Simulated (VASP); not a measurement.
Consider the following.

```yaml
crystal:
  lattice:
    - [0.00000, 3.72973, 3.72973]
    - [3.72973, 0.00000, 3.72973]
    - [3.72973, 3.72973, 0.00000]
  atoms:
    - { symbol: K, position: [0.25000, 0.25000, 0.25000] }
    - { symbol: K, position: [0.75000, 0.75000, 0.75000] }
    - { symbol: S, position: [0.00000, 0.00000, 0.00000] }
```

Method: PBE GGA, VASP's PBE PAW potentials (set 64) (plane waves; VASP 6.6.1). Settings: 500 eV cut-off, 5×5×5 Γ-centred mesh, Gaussian smearing of 0.050 eV, potentials K_sv S.

Estimate the energy per atom (σ→0).

```json
{
  "energy per atom (σ→0)": "-3.140 eV/atom"
}
```

Total energies compare only between runs with the same potentials, cut-off and functional.

The compound is K2S in the antifluorite structure. It was relaxed first.
